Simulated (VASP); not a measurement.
An input for Quantum ESPRESSO's pw.x (written as the equivalent of a VASP run, and not itself run):

```
&CONTROL
  calculation = 'vc-relax'
  pseudo_dir = './pseudo'
  outdir = './out'
  tprnfor = .true.
  tstress = .true.
  nstep = 60
  forc_conv_thr = 0.00039
/
&SYSTEM
  ibrav = 0
  nat = 2
  ntyp = 2
  ecutwfc = 84
  occupations = 'smearing'
  smearing = 'methfessel-paxton'
  degauss = 0.00735
  input_dft = 'pz'
/
&ELECTRONS
  conv_thr = 7.3e-08
  electron_maxstep = 100
/
&IONS
/
&CELL
/
ATOMIC_SPECIES
  Sn 118.710 Sn.upf
  Sb 121.760 Sb.upf
CELL_PARAMETERS angstrom
     3.8033100    0.0000000    0.0000000
     0.0000000    3.8033100    0.0000000
     0.0000000    0.0000000    3.8033100
ATOMIC_POSITIONS crystal
  Sn   0.5000000  0.5000000  0.5000000
  Sb   0.0000000  0.0000000  0.0000000
K_POINTS automatic
  9 9 9 0 0 0
```

Task: Write the VASP files for the same calculation (LDA).

Result: One answer among several that fit: 
KPOINTS:
```
Automatic
0
Gamma
 9 9 9
```

INCAR:
```
LASPH  =  .True.   ! aspherical one-centre terms
PREC  =  Accurate
ISMEAR  =  1
ALGO  =  Normal
NSW  =  60   ! most ionic steps
ISIF  =  3   ! ions, shape and volume
LWAVE  =  .False.
IBRION  =  2   ! conjugate gradients
ENCUT  =  400
EDIFFG  =  -0.01   ! ionic stop
NELM  =  100   ! most electronic steps
LREAL  =  .False.   ! projection in real space or not
LMAXMIX  =  4   ! l cut-off of mixed one-centre charges
LCHARG  =  .False.
EDIFF  =  1E-6   ! SCF stop (eV)
SIGMA  =  0.1
SYSTEM  =  SnSb
```

POSCAR:
```
SnSb
1
    3.8033100000     0.0000000000     0.0000000000
    0.0000000000     3.8033100000     0.0000000000
    0.0000000000     0.0000000000     3.8033100000
Sn Sb
1 1
Direct
  0.5000000000   0.5000000000   0.5000000000
  0.0000000000   0.0000000000   0.0000000000
```

POTCAR, in this order: Sn_d Sb (LDA.64 set). Program: vasp_std.

The two are equivalent in intent, not identical: the potentials are each code's own (VASP's PAW set, PseudoDojo norm-conserving files in pw.x), so ENCUT and ecutwfc are chosen apart and not converted; conv_thr bounds pw.x's estimated SCF error, while EDIFF bounds the energy change between steps; forc_conv_thr acts on force components and is met together with etot_conv_thr.

The structure comes from a computed database's SnSb entry (Pm-3m); how it stands against other phases isn't given here. This run relaxes it. Symmetry was kept, so distortions that lower it aren't found.
